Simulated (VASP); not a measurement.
Method: revPBE GGA, VASP's PBE PAW potentials (set 64) (plane waves; VASP).

A VASP calculation is set up with these files.

File POSCAR:
```
WS2
3.2030790
  0.4999999796  -0.8660253614   0.0000000000
  0.4999999796   0.8660253614   0.0000000000
  0.0000000000   0.0000000000   5.0152905951
W S
2 4
Direct
  0.3333330000   0.6666670000   0.2500000000
  0.6666670000   0.3333330000   0.7500000000
  0.3333330000   0.6666670000   0.8479124447
  0.6666670000   0.3333330000   0.3479124447
  0.6666670000   0.3333330000   0.1520875553
  0.3333330000   0.6666670000   0.6520875553
```

### KPOINTS
```
k-points along high-symmetry lines
10
Line-mode
Reciprocal
  0.000000   0.000000   0.000000 ! GAMMA
  0.000000   0.500000   0.000000 ! M

  0.000000   0.500000   0.000000 ! M
 -0.333333   0.666667   0.000000 ! K

 -0.333333   0.666667   0.000000 ! K
  0.000000   0.000000   0.000000 ! GAMMA

  0.000000   0.000000   0.000000 ! GAMMA
  0.000000   0.000000   0.500000 ! A

  0.000000   0.000000   0.500000 ! A
  0.000000   0.500000   0.500000 ! L

  0.000000   0.500000   0.500000 ! L
 -0.333333   0.666667   0.500000 ! H

 -0.333333   0.666667   0.500000 ! H
  0.000000   0.000000   0.500000 ! A

  0.000000   0.500000   0.500000 ! L
  0.000000   0.500000   0.000000 ! M

 -0.333333   0.666667   0.500000 ! H
 -0.333333   0.666667   0.000000 ! K
```

INCAR:
```
# general
SYSTEM   =  WS2
PREC     =  Accurate
ENCUT    =  520
LREAL    =  .FALSE.   # projection in real space or not
LASPH    =  .TRUE.   # aspherical one-centre terms
ICHARG   =  11   # fixed density

# electronic loop
EDIFF    =  1E-7   # SCF stop (eV)
NELM     =  100
ALGO     =  Normal   # blocked Davidson
LMAXMIX  =  6   # l cut-off of mixed one-centre charges

# smearing
ISMEAR   =  0   # Gaussian
SIGMA    =  0.05   # width (eV)

# functional
GGA      =  RE

# output
LWAVE    =  .FALSE.
LCHARG   =  .FALSE.
LORBIT   =  11   # lm-projected
```

POTCAR, in this order: W_sv S (PBE.64 set). Program: vasp_std. Read from the step before: CHGCAR.

What VASP printed:

**OUTCAR**
```
 ion  position               nearest neighbor table
   1  0.333  0.667  0.250-   4 2.43   5 2.43   4 2.43   5 2.43   4 2.43   5 2.43
   2  0.667  0.333  0.750-   3 2.43   6 2.43   3 2.43   6 2.43   3 2.43   6 2.43
   3  0.333  0.667  0.848-   2 2.43   2 2.43   2 2.43
   4  0.667  0.333  0.348-   1 2.43   1 2.43   1 2.43
   5  0.667  0.333  0.152-   1 2.43   1 2.43   1 2.43
   6  0.333  0.667  0.652-   2 2.43   2 2.43   2 2.43
  LATTYP: Found a hexagonal cell.
 ALAT       =     3.2030788498
 C/A-ratio  =     5.0152908304
 Subroutine PRICEL returns:
 Original cell was already a primitive cell.
 Subroutine GETGRP returns: Found 24 space group operations
The static configuration has the point symmetry D_3d.
 The point group associated with its full space group is D_6h.
The dynamic configuration has the point symmetry D_3d.
 Subroutine INISYM returns: Found 24 space group operations
   k-points           NKPTS =     90   k-points in BZ     NKDIM =     90   number of bands    NBANDS=     31
   number of dos      NEDOS =    301   number of ions     NIONS =      6
   total plane-waves  NPLWV =  69120
   dimension x,y,z NGX =    24 NGY =   24 NGZ =  120
   dimension x,y,z NGXF=    48 NGYF=   48 NGZF=  240
   ions per type =               2   4
   PREC   = accura    normal or accurate (medium, high low for compatibility)
   ISTART =      0    job   : 0-new  1-cont  2-samecut
...
```

**OSZICAR**
```
       N       E                     dE             d eps       ncg     rms          rms(c)
DAV:   1     0.512957698219E+03    0.51296E+03   -0.29034E+04  6404   0.159E+03
DAV:   2    -0.109163985142E+02   -0.52387E+03   -0.51224E+03  6806   0.416E+02
DAV:   3    -0.429801689310E+02   -0.32064E+02   -0.31557E+02  7139   0.943E+01
DAV:   4    -0.440047618134E+02   -0.10246E+01   -0.10221E+01  7094   0.173E+01
DAV:   5    -0.440391622133E+02   -0.34400E-01   -0.34389E-01  7329   0.312E+00
DAV:   6    -0.440402300123E+02   -0.10678E-02   -0.10676E-02  7423   0.597E-01
DAV:   7    -0.440402762608E+02   -0.46248E-04   -0.46241E-04  7844   0.113E-01
DAV:   8    -0.440402777671E+02   -0.15064E-05   -0.15063E-05  7552   0.172E-02
DAV:   9    -0.440402778354E+02   -0.68257E-07   -0.68223E-07  5368   0.275E-03
   1 F= -.44040278E+02 E0= -.44040278E+02  d E =-.987579E-21
```

File OUTCAR:
```
 val. band max:        3.8439480056   @ k =  -0.0000   0.0000   0.0000

 cond. band min:       5.5134654550   @ k =  -0.3333   0.6667   0.0000



 k-point     1 :       0.0000    0.0000    0.0000
  band No.  band energies     occupation
      1     -70.3517      2.00000
      2     -70.3517      2.00000
      3     -34.5604      2.00000
      4     -34.5604      2.00000
      5     -34.4333      2.00000
      6     -34.4333      2.00000
      7     -34.4333      2.00000
      8     -34.4333      2.00000
      9     -10.9130      2.00000
     10     -10.9087      2.00000
     11      -9.3277      2.00000
     12      -9.3181      2.00000
     13      -2.5584      2.00000
     14      -2.5000      2.00000
     15       0.9146      2.00000
     16       0.9146      2.00000
     17       0.9147      2.00000
     18       0.9147      2.00000
     19       1.5509      2.00000
     20       1.8098      2.00000
     21       2.1129      2.00000
     22       2.1129      2.00000
     23       2.1134      2.00000
     24       2.1134      2.00000
     25       3.6310      2.00000
     26       3.8439      2.00000
     27       6.5690      0.00000
     28       6.5697      0.00000
     29       6.5759      0.00000
     30       6.5890      0.00000
     31       6.7125      0.00000

 k-point     2 :       0.0000    0.0556    0.0000
  band No.  band energies     occupation
      1     -70.3513      2.00000
      2     -70.3513      2.00000
      3     -34.5588      2.00000
      4     -34.5588      2.00000
      5     -34.4428      2.00000
      6     -34.4428      2.00000
      7     -34.4355      2.00000
      8     -34.4355      2.00000
      9     -10.8635      2.00000
     10     -10.8592      2.00000
     11      -9.3093      2.00000
     12      -9.2998      2.00000
     13      -2.4985      2.00000
     14      -2.4400      2.00000
     15       0.7790      2.00000
     16       0.7792      2.00000
     17       0.9629      2.00000
     18       0.9630      2.00000
...
```

The density is held fixed in this step, so its total energy and stress have no physical meaning. Without a dispersion term in the relaxation, distances and binding between the weakly bound layers, chains or molecules are unreliable, and so is what depends on them. Unless said otherwise, spin-orbit coupling is left out, though it shifts the bands of the heavy elements here.

The compound is WS2 in the 2H layered structure. It was relaxed first, which changed the volume by +35 %.
